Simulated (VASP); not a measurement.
Output of a VASP run:

### OUTCAR
```
 ion  position               nearest neighbor table
   1  0.667  0.333  0.500-   4 1.89   4 1.89   4 1.89   3 1.90   2 3.07   2 3.07   2 3.07   2 3.07
                             2 3.07   2 3.07
   2  0.333  0.667  0.000-   3 1.89   3 1.89   3 1.89   4 1.90   1 3.07   1 3.07   1 3.07   1 3.07
                             1 3.07   1 3.07
   3  0.667  0.333  0.882-   2 1.89   2 1.89   2 1.89   1 1.90
   4  0.333  0.667  0.382-   1 1.89   1 1.89   1 1.89   2 1.90
  LATTYP: Found a hexagonal cell.
 ALAT       =     3.1132995907
 C/A-ratio  =     1.6007861107
 Subroutine PRICEL returns:
 Original cell was already a primitive cell.
 Subroutine GETGRP returns: Found 12 space group operations
The static configuration has the point symmetry C_3v.
 The point group associated with its full space group is C_6v.
The dynamic configuration has the point symmetry C_3v.
 Subroutine INISYM returns: Found 12 space group operations
 Subroutine IBZKPT returns following result:
 Found     24 irreducible k-points:

 Following reciprocal coordinates:
            Coordinates               Weight
  0.000000  0.000000  0.000000      1.000000
  0.142857 -0.000000  0.000000      6.000000
  0.285714  0.000000  0.000000      6.000000
  0.428571  0.000000  0.000000      6.000000
  0.142857  0.142857  0.000000      6.000000
  0.285714  0.142857  0.000000     12.000000
  0.428571  0.142857  0.000000      6.000000
  0.285714  0.285714  0.000000      6.000000
  0.000000  0.000000  0.250000      2.000000
  0.142857 -0.000000  0.250000     12.000000
  0.285714  0.000000  0.250000     12.000000
  0.428571  0.000000  0.250000     12.000000
  0.142857  0.142857  0.250000     12.000000
  0.285714  0.142857  0.250000     24.000000
  0.428571  0.142857  0.250000     12.000000
  0.285714  0.285714  0.250000     12.000000
  0.000000  0.000000  0.500000      1.000000
  0.142857 -0.000000  0.500000      6.000000
  0.285714  0.000000  0.500000      6.000000
  0.428571  0.000000  0.500000      6.000000
  0.142857  0.142857  0.500000      6.000000
  0.285714  0.142857  0.500000     12.000000
  0.428571  0.142857  0.500000      6.000000
  0.285714  0.285714  0.500000      6.000000
   k-points           NKPTS =     24   k-points in BZ     NKDIM =     24   number of bands    NBANDS=     12
   number of dos      NEDOS =    301   number of ions     NIONS =      4
   total plane-waves  NPLWV =  23040
   dimension x,y,z NGX =    24 NGY =   24 NGZ =   40
   dimension x,y,z NGXF=    48 NGYF=   48 NGZF=   80
   ions per type =               2   2
   PREC   = accura    normal or accurate (medium, high low for compatibility)
   ISTART =      0    job   : 0-new  1-cont  2-samecut
   ICHARG =      2    charge: 1-file 2-atom 10-const
   ISPIN  =      1    spin polarized calculation?
   LNONCOLLINEAR =      F non collinear calculations
   LSORBIT =      F    spin-orbit coupling
   INIWAV =      1    electr: 0-lowe 1-rand  2-diag
   ENCUT  =  520.0 eV  38.22 Ry    6.18 a.u.   5.79  5.79  9.27*2*pi/ulx,y,z
   NELM   =    100;   NELMIN=  2; NELMDL= -5     # of ELM steps
   EDIFF  = 0.1E-05   stopping-criterion for ELM
   LREAL  =      F    real-space projection
   NLSPLINE    = F    spline interpolate recip. space projectors
   LMAXMIX     =    2 max onsite mixed and CHGCAR
   VOSKOWN=      0    Vosko Wilk Nusair interpolation
   EDIFFG = -.2E-01   stopping-criterion for IOM
   NSW    =     60    number of steps for IOM
   NBLOCK =      1;   KBLOCK =     60    inner block; outer block
   IBRION =      2    ionic relax: 0-MD 1-quasi-New 2-CG
   NFREE  =      1    steps in history (QN), initial steepest desc. (CG)
   ISIF   =      3    stress and relaxation
   ISYM   =      2    0-nonsym 1-usesym 2-fastsym
   TEIN   =    0.0    initial temperature
   TEBEG  =    0.0;   TEEND  =   0.0 temperature during run
   SMASS  =  -3.00    Nose mass-parameter (am)
   PSTRESS=    0.0 pullay stress
   NELECT =      16.0000    total number of electrons
   EFERMI =   0.00;   METHOD = LEGACY
   ISMEAR =     0;   SIGMA  =   0.05  broadening in eV -4-tet -1-fermi 0-gaus
...
```

**OSZICAR**
```
       N       E                     dE             d eps       ncg     rms          rms(c)
DAV:   1     0.566848612104E+02    0.56685E+02   -0.76636E+03   576   0.120E+03
DAV:   2    -0.269129364057E+02   -0.83598E+02   -0.79781E+02   884   0.230E+02
DAV:   3    -0.306358279409E+02   -0.37229E+01   -0.37111E+01   752   0.514E+01
DAV:   4    -0.306651391377E+02   -0.29311E-01   -0.29307E-01   644   0.541E+00
DAV:   5    -0.306655742151E+02   -0.43508E-03   -0.43506E-03   736   0.671E-01    0.123E+01
DAV:   6    -0.257555235954E+02    0.49101E+01   -0.17771E+01   692   0.321E+01    0.416E+00
DAV:   7    -0.257640864838E+02   -0.85629E-02   -0.65702E-01   636   0.643E+00    0.286E+00
DAV:   8    -0.257481717896E+02    0.15915E-01   -0.87127E-02   640   0.312E+00    0.472E-01
DAV:   9    -0.257434015508E+02    0.47702E-02   -0.19669E-02   740   0.105E+00    0.237E-01
DAV:  10    -0.257438468612E+02   -0.44531E-03   -0.20104E-03   664   0.351E-01    0.134E-01
DAV:  11    -0.257437803183E+02    0.66543E-04   -0.17101E-04   696   0.111E-01    0.328E-02
DAV:  12    -0.257437817201E+02   -0.14018E-05   -0.53490E-06   616   0.231E-02    0.551E-03
DAV:  13    -0.257437816990E+02    0.21126E-07   -0.39096E-06   680   0.154E-02
   1 F= -.25743782E+02 E0= -.25743782E+02  d E =-.257438E+02
       N       E                     dE             d eps       ncg     rms          rms(c)
DAV:   1    -0.257561482428E+02   -0.12367E-01   -0.25245E-01   652   0.485E+00    0.738E-01
DAV:   2    -0.257443794642E+02    0.11769E-01   -0.41785E-02   668   0.160E+00    0.161E-01
DAV:   3    -0.257442761997E+02    0.10326E-03   -0.15084E-03   652   0.351E-01    0.663E-02
DAV:   4    -0.257442045245E+02    0.71675E-04   -0.57460E-05   684   0.713E-02    0.343E-02
DAV:   5    -0.257441840474E+02    0.20477E-04   -0.12857E-05   624   0.323E-02    0.110E-02
DAV:   6    -0.257441835365E+02    0.51089E-06   -0.31114E-07   324   0.531E-03
   2 F= -.25744184E+02 E0= -.25744184E+02  d E =-.401838E-03
       N       E                     dE             d eps       ncg     rms          rms(c)
DAV:   1    -0.257483295186E+02   -0.41455E-02   -0.56411E-02   660   0.231E+00    0.347E-01
DAV:   2    -0.257457091294E+02    0.26204E-02   -0.91404E-03   668   0.749E-01    0.775E-02
DAV:   3    -0.257456950660E+02    0.14063E-04   -0.33977E-04   652   0.167E-01    0.317E-02
DAV:   4    -0.257456842947E+02    0.10771E-04   -0.12247E-05   676   0.330E-02    0.166E-02
DAV:   5    -0.257456826007E+02    0.16940E-05   -0.28231E-06   564   0.153E-02    0.522E-03
DAV:   6    -0.257456827886E+02   -0.18797E-06   -0.80418E-08   300   0.265E-03
   3 F= -.25745683E+02 E0= -.25745683E+02  d E =-.190109E-02
```

**OUTCAR**
```
------------------------ aborting loop because EDIFF is reached ----------------------------------------
  FORCE on cell =-STRESS in cart. coord.  units (eV):
  Direction    XX          YY          ZZ          XY          YZ          ZX
  --------------------------------------------------------------------------------------
  Total       -0.0268443     -0.0268443      0.0463798      0.0000000      0.0000000      0.0000000
  in kB       -1.0193835     -1.0193835      1.7612225      0.0000000      0.0000000      0.0000000
  external PRESSURE =      -0.0925148 kB  Pullay stress =       0.0000000 kB
  volume of cell :       42.19
      direct lattice vectors                 reciprocal lattice vectors
     1.560808340 -2.703399341  0.000000000     0.320346827 -0.184952327  0.000000000
     1.560808340  2.703399341 -0.000000000     0.320346827  0.184952327 -0.000000000
     0.000000000  0.000000000  4.999607474     0.000000000  0.000000000  0.200015702
  FREE ENERGIE OF THE ION-ELECTRON SYSTEM (eV)
  ---------------------------------------------------
  free  energy   TOTEN  =       -25.7456827886 eV

  energy  without entropy=      -25.7456827886  energy(sigma->0) =      -25.74568279

 reached required accuracy - stopping structural energy minimisation
```
(Selected blocks of OUTCAR.)

File POSCAR:
```
AlN
1
    1.5566497979    -2.6961965337    -0.0000000000
    1.5566497979     2.6961965337     0.0000000000
    0.0000000000     0.0000000000     4.9837267432
Al N
2 2
Direct
  0.6666670000   0.3333330000   0.5000242274
  0.3333330000   0.6666670000   0.0000242274
  0.6666670000   0.3333330000   0.8819757726
  0.3333330000   0.6666670000   0.3819757726
```

Q: Write an INCAR and KPOINTS that could have produced this output.

A: One answer among several that fit: the input of the run itself, rev-vdW-DF2, plane waves, VASP's PBE PAW potentials (set 64).

**INCAR**
```
! general
SYSTEM   = AlN
PREC     = Accurate
ENCUT    = 520   ! plane-wave cut-off (eV)
LREAL    = .FALSE.
LASPH    = .TRUE.   ! aspherical one-centre terms

! electronic loop
EDIFF    = 1E-6   ! SCF stop (eV)
NELM     = 100   ! most electronic steps
ALGO     = Normal   ! blocked Davidson

! smearing
ISMEAR   = 0   ! Gaussian
SIGMA    = 0.05   ! width (eV)

! functional
GGA      = MK
LUSE_VDW = .TRUE.
AGGAC    = 0.0
PARAM1   = 0.1234568
PARAM2   = 0.7114
ZAB_VDW  = -1.8867

! ions
IBRION   = 2   ! conjugate gradients
NSW      = 60   ! most ionic steps
ISIF     = 3   ! ions, shape and volume
EDIFFG   = -0.02   ! ionic stop

! output
LWAVE    = .FALSE.
LCHARG   = .FALSE.
```

KPOINTS:
```
Automatic mesh
0
Gamma
7 7 4
0 0 0
```

POTCAR, in this order: Al N (PBE.64 set). Program: vasp_std.

The compound is AlN in the wurtzite structure. This run relaxes it. Symmetry was kept, so distortions that lower it aren't found. The start is the result of an earlier pass.
